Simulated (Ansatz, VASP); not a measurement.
# Cross-check of LiH46C26S2NO16F6 between VASP and Ansatz

Aim: how closely do two programs agree when they are given the same cell, functional and k mesh? Of the first pair: The structure shown is frame 203 of Ansatz's trajectory.

Method: plane waves, with VASP 6.6.1 beside it; single point at PBE with D3(BJ), in Ansatz 0.2.0.

### 1. The starting structure

The cell holds 98 atoms: 26 C, 16 O, 46 H, 1 N, 2 S, 6 F and 1 Li. Cell: a = 10.341 Å, b = 10.341 Å, c = 10.341 Å, α = 90.0°, β = 90.0°, γ = 90.0°. As first built, before any earlier steps moved the atoms (in the runner's words): 2 diglyme, 3 gamma-butyrolactone, 1 Li+, 1 TFSI- placed at random, at 1.22 g/cm^3; overlaps pushed apart, then 10 ps at 550 K with Joung-Cheatham ions (J. Phys. Chem. B 112, 9020 (2008)); MMFF94 bonds, angles, torsions, charges and radii (Halgren, J. Comput. Chem. 17, 490 (1996)) in harmonic and 12-6 forms; charges of ions scaled by 0.8. Snapshot after 30 ps at 350 K and fixed volume.

### 2. Ansatz: dynamics, PBE with D3(BJ)

Ansatz runs on its default PAW (the set named soft_2) files.

One frame of this run of dynamics is then solved in both programs, so the motion causes no difference.

File input.yaml:

```yaml
crystal:
  lattice:
    - [10.34062, 0.0, 0.0]
    - [0.0, 10.34062, 0.0]
    - [0.0, 0.0, 10.34062]
  atoms:
    - { symbol: C, position: [0.4607, 0.69555, 0.08086] }
    - { symbol: O, position: [0.40181, 0.56987, 0.07465] }
    - { symbol: C, position: [0.43558, 0.50669, 0.9593] }
    - { symbol: C, position: [0.34217, 0.3984, 0.9284] }
    - { symbol: O, position: [0.40206, 0.33149, 0.82208] }
    - { symbol: C, position: [0.32279, 0.23568, 0.76484] }
    - { symbol: C, position: [0.35559, 0.10278, 0.81229] }
    - { symbol: O, position: [0.4835, 0.07398, 0.76056] }
    - { symbol: C, position: [0.53, 0.95888, 0.82334] }
    - { symbol: H, position: [0.56687, 0.6922, 0.08156] }
    - { symbol: H, position: [0.41658, 0.75728, 0.00728] }
    - { symbol: H, position: [0.43662, 0.74307, 0.17205] }
    - { symbol: H, position: [0.53303, 0.46158, 0.9709] }
    - { symbol: H, position: [0.42631, 0.57617, 0.87834] }
    - { symbol: H, position: [0.32786, 0.3411, 0.01248] }
    - { symbol: H, position: [0.25085, 0.43763, 0.89298] }
    - { symbol: H, position: [0.34608, 0.24798, 0.66228] }
    - { symbol: H, position: [0.22028, 0.25522, 0.77717] }
    - { symbol: H, position: [0.3606, 0.0997, 0.92298] }
    - { symbol: H, position: [0.28281, 0.03099, 0.7761] }
    - { symbol: H, position: [0.46438, 0.88199, 0.79433] }
    - { symbol: H, position: [0.52391, 0.96494, 0.93147] }
    - { symbol: H, position: [0.62847, 0.9362, 0.80029] }
    - { symbol: C, position: [0.08567, 0.77916, 0.52555] }
    - { symbol: O, position: [0.15384, 0.66239, 0.56097] }
    - { symbol: C, position: [0.28064, 0.66517, 0.51126] }
    - { symbol: C, position: [0.27787, 0.60168, 0.37949] }
    - { symbol: O, position: [0.20059, 0.4867, 0.3883] }
    - { symbol: C, position: [0.26726, 0.38818, 0.30872] }
    - { symbol: C, position: [0.18563, 0.26114, 0.30155] }
    - { symbol: O, position: [0.19355, 0.19577, 0.42426] }
    - { symbol: C, position: [0.07016, 0.14457, 0.46341] }
    - { symbol: H, position: [0.98711, 0.7817, 0.57297] }
    - { symbol: H, position: [0.06646, 0.79094, 0.42054] }
    - { symbol: H, position: [0.14387, 0.85833, 0.56447] }
    - { symbol: H, position: [0.34011, 0.61087, 0.5784] }
    - { symbol: H, position: [0.31713, 0.76323, 0.49598] }
    - { symbol: H, position: [0.37949, 0.58166, 0.34706] }
    - { symbol: H, position: [0.22319, 0.65645, 0.31041] }
    - { symbol: H, position: [0.27872, 0.42934, 0.20958] }
    - { symbol: H, position: [0.3619, 0.36039, 0.35468] }
    - { symbol: H, position: [0.22606, 0.20408, 0.22209] }
    - { symbol: H, position: [0.09222, 0.29102, 0.27882] }
    - { symbol: H, position: [0.03398, 0.07421, 0.39625] }
    - { symbol: H, position: [0.01263, 0.23038, 0.46583] }
    - { symbol: H, position: [0.05791, 0.09042, 0.55311] }
    - { symbol: "N", position: [0.70464, 0.50653, 0.32591] }
    - { symbol: S, position: [0.69309, 0.64984, 0.3781] }
    - { symbol: O, position: [0.80076, 0.73359, 0.3557] }
    - { symbol: O, position: [0.56235, 0.69542, 0.36689] }
    - { symbol: C, position: [0.70114, 0.62402, 0.55291] }
    - { symbol: F, position: [0.65978, 0.72781, 0.62232] }
    - { symbol: F, position: [0.61595, 0.51982, 0.59041] }
    - { symbol: F, position: [0.81837, 0.58812, 0.59652] }
    - { symbol: S, position: [0.84329, 0.45654, 0.3126] }
    - { symbol: O, position: [0.8406, 0.32188, 0.27096] }
    - { symbol: O, position: [0.93475, 0.49038, 0.41734] }
    - { symbol: C, position: [0.90904, 0.53629, 0.16963] }
    - { symbol: F, position: [0.80961, 0.57269, 0.0946] }
    - { symbol: F, position: [0.98306, 0.63866, 0.19501] }
    - { symbol: F, position: [0.97797, 0.45304, 0.08991] }
    - { symbol: O, position: [0.74417, 0.8922, 0.01879] }
    - { symbol: C, position: [0.86371, 0.89095, 0.02359] }
    - { symbol: C, position: [0.95086, 0.92681, 0.13886] }
    - { symbol: C, position: [0.06504, 0.97498, 0.06131] }
    - { symbol: C, position: [0.07292, 0.88388, 0.94806] }
    - { symbol: O, position: [0.93969, 0.86772, 0.91688] }
    - { symbol: H, position: [0.98078, 0.8353, 0.1886] }
    - { symbol: H, position: [0.90596, 0.99269, 0.20782] }
[... 4 lines left out ...]
    - { symbol: O, position: [0.2592, 0.91541, 0.3146] }
    - { symbol: C, position: [0.36498, 0.96715, 0.29729] }
    - { symbol: C, position: [0.44895, 0.02074, 0.39687] }
    - { symbol: C, position: [0.574, 0.02772, 0.31508] }
    - { symbol: C, position: [0.5269, 0.06932, 0.18983] }
    - { symbol: O, position: [0.40742, 0.00712, 0.17788] }
[... 4 lines left out ...]
    - { symbol: H, position: [0.58833, 0.05481, 0.10409] }
    - { symbol: H, position: [0.5167, 0.17364, 0.19724] }
    - { symbol: O, position: [0.03546, 0.37824, 0.66433] }
    - { symbol: C, position: [0.93225, 0.34226, 0.70288] }
    - { symbol: C, position: [0.88129, 0.36853, 0.83873] }
    - { symbol: C, position: [0.74566, 0.31386, 0.83154] }
    - { symbol: C, position: [0.7661, 0.20369, 0.73341] }
    - { symbol: O, position: [0.86376, 0.24718, 0.64695] }
    - { symbol: H, position: [0.87637, 0.47214, 0.86726] }
    - { symbol: H, position: [0.93774, 0.30514, 0.91519] }
    - { symbol: H, position: [0.6801, 0.38895, 0.79915] }
    - { symbol: H, position: [0.70674, 0.28945, 0.92742] }
    - { symbol: H, position: [0.67832, 0.1651, 0.68098] }
    - { symbol: H, position: [0.81486, 0.1214, 0.79186] }
    - { symbol: Li, position: [0.07787, 0.48248, 0.52473] }
kpoints:
  mp_grid: { grid: [1, 1, 1] }
hamiltonian:
  xc: pbe
  dispersion: d3bj
scf:
  occupations: { method: gaussian, width: 0.05 }
output:
  forces: true
  stress: true
md:
  timestep: 0.5
  n_steps: 610
  ensemble: nvt_nose_hoover
  temperature: 350
  initial_velocities: maxwell_boltzmann
  seed: 5611
```

The run is started by

```
$ ansatz run input.yaml --threads 4 --pin off --max-ram 8192MiB --backend cpu --events-out ev --progress --plain --runs-dir out
```

Numbers of over 12 decimals in the logs are rounded to 6 here.

The log of the run:

```text
Warning: md: disabling space-group detection — thermal motion breaks the input geometry's symmetry, so no spatial operation reduces the k-mesh or symmetrises the density; time reversal is kept, so that k and −k are solved as one point where they differ and the mesh holds both, and exact exchange and, on two spinor components, a DFT+U term hold to it where the run has them: on two components no moment then forms, and  [...]
Warning: output.stress: scf.convergence.dr2_threshold = 9.8e-8 eV (the default of an md: trajectory) is looser than the 9.8e-9 eV advised for a printed stress (1e-10 eV for each atom of the cell: 98). What an SCF threshold leaves in a stress goes as its square root, and in the free energy as the threshold itself, and one threshold admits the most on a small cell: [figures from the program's tests cut] Set scf.converg [...]
Engine: ansatz 0.2.0, aarch64-unknown-linux-gnu
Pseudopotentials: kind: paw
Pseudopotential: C, paw, valence charge 4, recommended cutoff 420 eV (normal), C.paw.azcp
Pseudopotential: O, paw, valence charge 6, recommended cutoff 420 eV (normal), O.paw.azcp
Pseudopotential: H, paw, valence charge 1, recommended cutoff 420 eV (normal), H.paw.azcp
Pseudopotential: N, paw, valence charge 5, recommended cutoff 420 eV (normal), N.paw.azcp
Pseudopotential: S, paw, valence charge 6, recommended cutoff 420 eV (normal), S.paw.azcp
Pseudopotential: F, paw, valence charge 7, recommended cutoff 420 eV (normal), F.paw.azcp
Pseudopotential: Li, paw, valence charge 3, recommended cutoff 420 eV (normal), Li.paw.azcp
Functional definition: PBE
  parameter kappa = 0.804
  parameter beta = 0.066725
  exchange = pbe_x(kappa = kappa, mu = beta*pi^2/3)
  correlation = pbe_c(beta = beta)
Crystal: 98 atoms, lattice volume = 1105.706 Å³
Basis set: ecut = 420 eV, 21631 PW (Γ), exchange–correlation on 144×144×144 points (8 copies of the dense FFT grid, shifted against one another)
Bands: 252, of which v1, the nominal top of the filled ones, is band 154 counted from 1 (153 counted from 0)
Symmetry: 1 space group operations
k-points: 1
Non-local potential: C, projectors of the file, l = 0: 2, l = 1: 2, l = 2: 1
Non-local potential: O, projectors of the file, l = 0: 2, l = 1: 2, l = 2: 1
Non-local potential: H, projectors of the file, l = 0: 2, l = 1: 1
Non-local potential: N, projectors of the file, l = 0: 2, l = 1: 2, l = 2: 1
Non-local potential: S, projectors of the file, l = 0: 2, l = 1: 2, l = 2: 2
Non-local potential: F, projectors of the file, l = 0: 2, l = 1: 2, l = 2: 1
Non-local potential: Li, projectors of the file, l = 0: 3, l = 1: 2, l = 2: 1
PAW form: soft (Blöchl's): semilocal exchange-correlation on the pseudo side does not see the compensation charge
PAW one-centre angular grid: C, 110 points (default); XC on 64 Gauss nodes
PAW one-centre angular grid: O, 110 points (default); XC on 64 Gauss nodes
PAW one-centre angular grid: H, 110 points (default); XC on 64 Gauss nodes
PAW one-centre angular grid: N, 110 points (default); XC on 64 Gauss nodes
PAW one-centre angular grid: S, 110 points (default); XC on 64 Gauss nodes
PAW one-centre angular grid: F, 110 points (default); XC on 64 Gauss nodes
PAW one-centre angular grid: Li, 110 points (default); XC on 64 Gauss nodes
Initial density: superposition of atomic densities (neutral atoms: chi_scale 0, normalization atom), corrected by the library's trained network
Initial wavefunctions: pseudopotential atomic-orbital guess
Functional: x = pbe(κ = 0.804, μ = 0.219515), c = pbe(β = 0.066725)
SCF iter   1: F=—  HF=-23571.221928 eV  |F-HF|=—  |Δ(HF+E_count)|=         —  Δρ=5.99e-3  dr2=5.14e-1  ethr=1.77e-3  ⟨swp⟩=6.0  Hψ=1109  notcnv=0  defer=79
preconditioner: auto → Resta (q_TF=auto, 2.205 Å⁻¹)  ε∞=2.4  [insulator: Δε(μ)=4.287 eV  Ē_g=15.971 eV  σ=0.050 eV  W_gap=1.00  n_scr=202 (ndim 8)  ℏωp=19.1 eV  f_vac=0.290  D(μ)=0.00/eV (n_scr^D=0)  ε∞_Penn≈2.4]
[...]
automatic band count: iteration 1 solves 179 bands in place of 252: the levels show a gap, and the empty bands left out lie too high to hold charge; the band table lists the bands solved (type scf.n_extra_bands for more)
md step   608: t =   304.00 fs  T =   380.7 K  F+E_penalty+E_count = -23571.58121502 eV  E_kin = 4.772778 eV  conserved = -23566.69510270 eV  P_inst = -0.2850 GPa  (5 SCF iters)
[...]
md step   609: t =   304.50 fs  T =   383.9 K  F+E_penalty+E_count = -23571.62179938 eV  E_kin = 4.813320 eV  conserved = -23566.69446923 eV  P_inst = -0.3725 GPa  (4 SCF iters)
[...]
md step   610: t =   305.00 fs  T =   385.5 K  F+E_penalty+E_count = -23571.64161607 eV  E_kin = 4.833494 eV  conserved = -23566.69340699 eV  P_inst = -0.4942 GPa  (8 SCF iters)
SCF converged after 8 iterations
Free energy (F): -23571.641616 eV
Harris-Foulkes:  -23571.641616 eV  (|F-HF|=4.76e-8)
Internal energy: -23571.641616 eV  (E = F + TS)
E sigma→0 (E₀):  -23571.641616 eV
Fermi energy:    1.602070 eV
--- Per-component energies (eV) ---
  E_band       = -2725.416961
  E_kinetic    = 7406.997252
  E_local      = -28232.931738  (includes V_loc(G=0)·N_el)
  E_nonlocal   = 2051.985622
  E_hartree    = 10855.518307
  E_xc         = -3571.955633
  E_vxc        = -4444.661239  (∫ρ·V_xc dr)
  E_paw        = -7688.849084  (= ΣΔE_a)
  E_vpaw       = -1217.830796  (= ΣTr[D̂ρ^β])
  E_aug_tail   = -0.011642  (compensation charges beyond the density's cutoff)
  E_ewald      = -4387.441502
  E_disp       = -4.953197  (pairwise vdW)
  E_smearing   = -0.000000  (= −TS)
  E_closure    = -0.000000  (closes the sum)
  Σ components = -23571.641616   (vs F -23571.641616, Δ=0.00e0)
--- Forces (eV/Å), atoms counted from 1 ---
  atom   1  C      1.30942581     1.17145615     0.67251190
  atom   2  O     -0.16961467    -0.29343370    -0.58195410
  atom   3  C      0.82540416     0.99809862     0.01908112
  atom   4  C      0.33160066     0.59954620    -1.14282602
  atom   5  O     -0.18701914    -0.10893626     0.42473857
  atom   6  C      0.95576110    -0.82749076     0.08448379
  atom   7  C      0.29386884    -0.35374721     1.46004115
  atom   8  O      0.40056467    -1.23773804     0.12353275
  atom   9  C     -0.90523477     0.10828840     0.01991710
  atom  10  H     -0.18968804    -0.63464257    -0.35779275
  atom  11  H     -0.60825635     0.25262327    -0.23854819
  atom  12  H     -0.45075457    -0.32723387     0.20374890
  atom  13  H     -0.13695514    -0.64505408     0.35752994
  atom  14  H      0.11851995    -0.82546557     0.51123561
  atom  15  H     -0.18855954    -0.02364162    -0.21952340
  atom  16  H     -0.74670527    -0.65146660     0.42571878
  atom  17  H     -0.21723348     0.00421588    -0.04285499
  atom  18  H     -0.76794716     0.28322228    -0.12141842
  atom  19  H     -0.32164819    -0.30533160    -0.77052385
  atom  20  H     -0.01625018     1.38325107     0.13031682
  atom  21  H      0.95567582     1.56231087     0.47837466
  atom  22  H     -0.92783148    -0.18202923    -0.59484275
  atom  23  H      0.56443966    -0.38789004    -0.56063801
  atom  24  C     -1.20572496     0.53190856    -0.08753291
[...]
atom  91  O      0.41227475     0.66974429     0.96671596
  atom  92  H     -0.28392995     0.09598269    -0.68269018
  atom  93  H      1.39704486    -0.87703582     2.13854716
  atom  94  H     -0.45321338    -0.14887911    -0.30115612
  atom  95  H     -0.10931777    -0.31563790    -0.12504178
  atom  96  H     -1.32595996     0.45861768    -0.58924439
  atom  97  H      0.25467568    -1.53864855     0.23052885
  atom  98  Li    -0.14734990    -0.05656054     0.14380678
  max |Σ_I F_I| component: 3.05e-4 eV/Å
--- Stress (GPa, compression-positive) ---
       -0.031434      -0.789248       0.783740
       -0.789247      -1.212074      -0.215180
        0.783741      -0.215180      -1.654177
  P = ⅓ Tr σ = -0.9659 GPa (-9.659 kbar)
--- MD trajectory: 610 steps, t = 0.0 → 305.0 fs ---
  final state: T = 385.5 K   F+E_penalty+E_count = -23571.64161607 eV   E_kin = 4.833494 eV
  conserved energy: peak-to-peak 8.334e-3 eV (8.504e-5 eV/atom) over 305.0 fs
```

Reading the cycles: dr2 is the Hartree energy of the density residual (eV), the measure of convergence; HF is the Harris–Foulkes estimate of the energy, which meets the free energy F at convergence.

### 3. VASP: single point, PBE with D3(BJ), pair 1

The same cell, functional, mesh and smearing now go to VASP, with its own data sets.

Lines of VASP's logs that name or quote its potential files are left out, and so is its time.

File INCAR:

```
SYSTEM = LiH46C26S2NO16F6
PREC = Accurate
ENCUT = 650
EDIFF = 1E-06
NELM = 120
ISMEAR = 0
SIGMA = 0.05
LREAL = Auto
ALGO = Normal
GGA = PE
IVDW = 12
NBANDS = 224
LORBIT = 11
LWAVE = .FALSE.
LCHARG = .FALSE.
ISIF = 2
LASPH = .TRUE.
GGA_COMPAT = .FALSE.
EFERMI = MIDGAP
NCORE = 2
```

File POSCAR:

```
LiH46C26S2NO16F6
1.0
   10.3406200000      0.0000000000      0.0000000000
    0.0000000000     10.3406200000      0.0000000000
    0.0000000000      0.0000000000     10.3406200000
C O H N S F Li
26 16 46 1 2 6 1
Direct
    0.4641501187      0.7168235560      0.0376379753
    0.4455052018      0.5193015506      0.9312110879
    0.3797644629      0.3904601465      0.9320621007
    0.3075927749      0.2413394942      0.7666078049
    0.3562358930      0.1059704350      0.8012478942
    0.5400836700      0.9717212314      0.7785606666
    0.0669205522      0.7637259661      0.5719192853
    0.2676435262      0.6629293021      0.5091764324
    0.2674114318      0.6069075162      0.3769309771
    0.3016743677      0.3838744679      0.3189847417
    0.2106353391      0.2619862252      0.3042177355
    0.1079625786      0.1107380409      0.4541217064
    0.6666138007      0.6273414940      0.5805067781
    0.9123630885      0.5118551886      0.1624950922
    0.8572503390      0.9106900747      0.9936657570
    0.9347505275      0.0127342461      0.0618048047
    0.0812717226      0.9788968166      0.0248727833
    0.0702182268      0.8585365288      0.9355048343
    0.3895317689      0.9678723326      0.3059391023
    0.4798068201      0.0010347542      0.4203132888
    0.5910670733      0.0847337974      0.3516810404
    0.5433426622      0.1003518164      0.2071345819
    0.9244803503      0.3515359814      0.7275579221
    0.8415356139      0.4032930327      0.8452491243
    0.7155857192      0.3356955386      0.8262657365
    0.7433113295      0.2196483383      0.7248018011
    0.3827526783      0.6067334454      0.0224551333
    0.4007883473      0.3314114628      0.8073403722
    0.4741108367      0.0841922438      0.7292115947
    0.1393436757      0.6502124631      0.5704300129
[... 62 atom lines left out ...]
    0.5806905195      0.5330241320      0.6096152842
    0.7840245556      0.6046639370      0.6319156878
    0.8216528603      0.5596279527      0.0839021258
    0.9899019595      0.6105146500      0.1934410122
    0.9846701648      0.4290748524      0.0986788026
    0.1120532425      0.4102171823      0.5142825092
```

File KPOINTS:

```
Automatic mesh
0
Gamma
1 1 1
0 0 0
```

The projector-augmented-wave data sets are C, O, H, N, S, F and Li_sv (PBE family, release 64).

The run is started by

```
$ mpirun -np 8 vasp_gam
```

The log of the run:

```text
[banner, memory and clock lines left out]
running    8 mpi-ranks, on    1 nodes
[...]
LDA part: xc-table for (Slater+PW92), standard interpolation
 POSCAR, INCAR and KPOINTS ok, starting setup
[...]
entering main loop
       N       E                     dE             d eps       ncg     rms          rms(c)
DAV:   1     0.283068680320E+04    0.28307E+04   -0.18640E+05   448   0.154E+03
DAV:   2    -0.281868230522E+03   -0.31126E+04   -0.29318E+04   552   0.341E+02
DAV:   3    -0.588385860717E+03   -0.30652E+03   -0.30398E+03   544   0.112E+02
DAV:   4    -0.597626735707E+03   -0.92409E+01   -0.92023E+01   608   0.186E+01
[...]
DAV:  18    -0.550514519525E+03    0.30721E-05   -0.10620E-05   528   0.963E-03    0.390E-03
DAV:  19    -0.550514518111E+03    0.14139E-05   -0.13381E-06   392   0.546E-03    0.200E-03
DAV:  20    -0.550514517852E+03    0.25907E-06   -0.11415E-06   376   0.292E-03
   1 F= -.55537315E+03 E0= -.55537315E+03  d E =0.000000E+00
```

From OUTCAR (step 3):

```text
  FREE ENERGIE OF THE ION-ELECTRON SYSTEM (eV)
  ---------------------------------------------------
  free  energy   TOTEN  =      -555.3731481338 eV

  energy  without entropy=     -555.3731481338  energy(sigma->0) =     -555.37314813

[... 1 further part left out ...]
```

The run ends at a pressure of 0.25 GPa, with forces up to 4.0 eV/Å.

### 4. Differences

Known differences besides the potentials themselves: the cutoff is 420 eV in Ansatz and 650 eV in VASP (PREC = Accurate, projectors in real space). Total energies have different zeros and are not compared.

Forces on 10 of the 98 atoms, those with the largest forces and the largest differences (eV/Å; atoms numbered as in POSCAR):

```
atom          Ansatz x, y, z            VASP x, y, z
  C7    1.636, 1.270, -3.146    1.535, 1.373, -3.124
 C11     3.300, 1.057, 1.975     3.327, 1.101, 1.879
 C14    -0.305, 1.740, 0.322    -0.513, 1.574, 0.703
 C17  -2.405, -0.079, -0.817  -2.396, -0.079, -0.803
 C20   1.157, -0.164, -2.827   1.149, -0.157, -2.823
 C21  -2.760, -0.156, -0.282  -2.758, -0.152, -0.279
 C22    1.084, -2.244, 0.551    1.152, -2.180, 0.544
 C24   1.980, -1.419, -1.441   2.000, -1.413, -1.440
 O39   -0.664, -0.531, 0.383   -1.099, -0.798, 0.392
 O41    1.136, 0.588, -0.194    1.585, 0.741, -0.376
```

The forces differ by 110 meV/Å r.m.s., which is 13.1 % of the r.m.s. force of 0.838 eV/Å (both taken over all components).

### 5. Ansatz: dynamics, PBE with D3(BJ)

One frame of this run of dynamics is then solved in both programs, so the motion causes no difference.

The structure compared here is frame 407 of Ansatz's trajectory.

input.yaml is that of step 2.

The run is started by

```
$ ansatz run input.yaml --threads 4 --pin off --max-ram 8192MiB --backend cpu --events-out ev --progress --plain --runs-dir out
```

The log of the run:

```text
[...]
Crystal: 98 atoms, lattice volume = 1105.706 Å³
Basis set: ecut = 420 eV, 21631 PW (Γ), exchange–correlation on 144×144×144 points (8 copies of the dense FFT grid, shifted against one another)
Bands: 252, of which v1, the nominal top of the filled ones, is band 154 counted from 1 (153 counted from 0)
Symmetry: 1 space group operations
k-points: 1
[...]
atom  98  Li    -0.14734990    -0.05656054     0.14380678
  max |Σ_I F_I| component: 3.05e-4 eV/Å
--- Stress (GPa, compression-positive) ---
       -0.031434      -0.789248       0.783740
       -0.789247      -1.212074      -0.215180
        0.783741      -0.215180      -1.654177
  P = ⅓ Tr σ = -0.9659 GPa (-9.659 kbar)
--- MD trajectory: 610 steps, t = 0.0 → 305.0 fs ---
[...]
conserved energy: peak-to-peak 8.334e-3 eV (8.504e-5 eV/atom) over 305.0 fs
[key lines of the parts left out:]
SCF converged after 8 iterations
Free energy (F): -23571.641616 eV
Fermi energy:    1.602070 eV
```

(Continued in part 2 of 2.)

[Lines on the potential files, build, host, timing and source positions are cut from VASP's logs without a mark.]

[Logs are printed without paths, hosts, clocks, repeated set-up lines and the standing remarks that a program may print on its own settings, such as how far it seeks lower states.]

[Hosts, paths, dates, database ids (printed as entryN), source tags and the programs' standing remarks are cut or masked in the printed files.]

[The MMFF94 radii named for the starting cell were scaled by 0.96; in molecules described by MMFF94, hydrogen bound to N, O or S took a small fixed 12-6 site in their place.]
